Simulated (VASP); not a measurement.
Input for VASP

File KPOINTS:
```
kpoints
0
gamma
 16 16 16
0 0 0
```

**INCAR**
```
# general
SYSTEM   =  Nb
PREC     =  Accurate
ENCUT    =  500
LREAL    =  F
LASPH    =  T

# electronic loop
EDIFF    =  1E-6
NELM     =  100
ALGO     =  Normal
LMAXMIX  =  4

# smearing
ISMEAR   =  1
SIGMA    =  0.1

# ions
IBRION   =  2
NSW      =  40
ISIF     =  3
EDIFFG   =  -0.02
PSTRESS  =  300

# output
LWAVE    =  F
LCHARG   =  F
```

### POSCAR
```
Nb
1
   -1.5770321883     1.5770321883     1.5770321883
    1.5770321883    -1.5770321883     1.5770321883
    1.5770321883     1.5770321883    -1.5770321883
Nb
1
Direct
  0.0000000000   0.0000000000   0.0000000000
```

POTCAR, in this order: Nb_sv (LDA.64 set). Program: vasp_std.

Problem. Translate this LDA calculation to Ansatz.

Solution. One equivalent input (not run):
Ansatz 0.2 input:
```yaml
crystal:
  lattice:
    - [-1.5770322, 1.5770322, 1.5770322]
    - [1.5770322, -1.5770322, 1.5770322]
    - [1.5770322, 1.5770322, -1.5770322]
  atoms:
    - { symbol: Nb, position: [0.0000000, 0.0000000, 0.0000000] }
kpoints:
  mp_grid: { grid: [16, 16, 16] }
hamiltonian:
  xc: lda
  pseudopotentials: { kind: paw }
scf:
  occupations: { method: methfessel_paxton, width: 0.1 }
  max_iter: 100
relax:
  max_steps: 40
  f_tol: 0.02
  cell: { p_target: 30 }
output: { forces: true, stress: true, eigenvalues: true }
```
Limits of the translation: each code has its own PAW files, so the cut-off isn't converted (ENCUT is set for VASP's; basis.ecutwfc is left out, and Ansatz then takes the one that its files recommend); Ansatz stops its SCF on the density residual and VASP on the energy change (EDIFF); Ansatz's lda is the Perdew-Wang form, while the LDA potentials of VASP carry Perdew-Zunger's.

The compound is Nb in the bcc structure. This run relaxes it under an external pressure of 30 GPa. Symmetry was kept, so distortions that lower it aren't found.
